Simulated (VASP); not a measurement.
An input for Ansatz (written as the equivalent of a VASP run, and not itself run):

Ansatz 0.2 input:
```yaml
crystal:
  lattice:
    - [3.0090000, 0.0000000, 0.0000000]
    - [0.0000000, 3.0090000, 0.0000000]
    - [0.0000000, 0.0000000, 3.0090000]
  atoms:
    - { symbol: Zn, position: [0.5000000, 0.5000000, 0.5000000] }
    - { symbol: Cu, position: [0.0000000, 0.0000000, 0.0000000] }
kpoints:
  mp_grid: { grid: [12, 12, 12], shift: [0.5, 0.5, 0.5] }
hamiltonian:
  xc: pbe
  pseudopotentials: { kind: paw }
scf:
  occupations: { method: methfessel_paxton, width: 0.1 }
  max_iter: 100
output: { forces: true, stress: true, eigenvalues: true }
```

### Question
Write the VASP files for the same calculation (PBE).

### Answer
Several could match; the one computed here: 
POSCAR:
```
CuZn
1
    3.0090000000     0.0000000000     0.0000000000
    0.0000000000     3.0090000000     0.0000000000
    0.0000000000     0.0000000000     3.0090000000
Zn Cu
1 1
Direct
  0.5000000000   0.5000000000   0.5000000000
  0.0000000000   0.0000000000   0.0000000000
```

KPOINTS:
```
K-points
0
Monkhorst-Pack
  12 12 12
```

**INCAR**
```
ISIF=2
SYSTEM=CuZn
LCHARG=.FALSE.
LWAVE=.FALSE.
LASPH=.TRUE.
SIGMA=0.1   ! width (eV)
ENCUT=400   ! plane-wave cut-off (eV)
EDIFF=1E-6
NELM=100
GGA=PE   ! PBE
ALGO=Normal   ! blocked Davidson
LREAL=.FALSE.   ! projection in real space or not
ISMEAR=1
LMAXMIX=4   ! l cut-off of mixed one-centre charges
PREC=Accurate
```

POTCAR, in this order: Zn Cu (PBE.64 set). Program: vasp_std.

The two are equivalent in intent, not identical: each code has its own PAW files, so the cut-off isn't converted (ENCUT is set for VASP's; basis.ecutwfc is left out, and Ansatz then takes the one that its files recommend); Ansatz stops its SCF on the density residual and VASP on the energy change (EDIFF); an even Monkhorst-Pack mesh in KPOINTS is shifted by half a step.

The compound is CuZn in the CsCl type structure. The cell was not relaxed at this level. The run is one of a series of settings (KPOINTS 12×12×12 Monkhorst-Pack mesh against the base run), some of them coarse on purpose.
